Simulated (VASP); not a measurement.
**Sr3Sc under changes of volume**

One of the cells (45.660 Å³/atom); the others are scaled copies at fixed shape and fractional positions:

```xyz
4
Lattice="-2.7997 2.7997 5.8251 2.7997 -2.7997 5.8251 2.7997 2.7997 -5.8251" Properties=species:S:1:pos:R:3 pbc="T T T"
Sr    0.0000    0.0000    5.8251
Sr    2.7997    0.0000    2.9125
Sr    0.0000    2.7997    2.9125
Sc    0.0000    0.0000    0.0000
```

The cell comes from a database or a generator and needn't be the stable form of this composition.

```yaml
Program: VASP 6.6.1
Functional: PBE
Potentials_or_basis: VASP PAW PBE potentials, release 64 (Sr_sv, Sc_sv)
Cutoff: 520 eV
k_mesh: 7 × 7 × 7
Occupations: fermi-dirac, width 0.05 eV
Spin: no spin polarisation
```

| volume (Å³/atom) | energy over the lowest point (meV/atom) | pressure (GPa) |
| --- | --- | --- |
| 42.079 | ? | ? |
| 42.974 | 2.59 | 0.7 |
| 43.869 | 0.00 | 0.3 |
| 45.660 | 0.27 | -0.3 |
| 46.555 | 2.85 | -0.6 |
| 47.450 | 6.90 | -0.8 |

Task: What does the run at 42.079 Å³/atom give?

Result: Energy over the lowest point 7.21 meV/atom; pressure 1.1 GPa.

Worked out: A Birch-Murnaghan fit of order 3 (a polynomial in V^(-2/3)) to the other rows has its minimum at 44.68 Å³/atom with B0 = V·E''(V) = 15.5 GPa and B' = 3.0 at fixed shape and positions, which overstates the stiffness. It gives 7.20 meV/atom at 42.079 Å³/atom, against the run's 7.21, and -dE/dV = 1.0 GPa, against 1.1.

Energies are extrapolated to zero smearing.
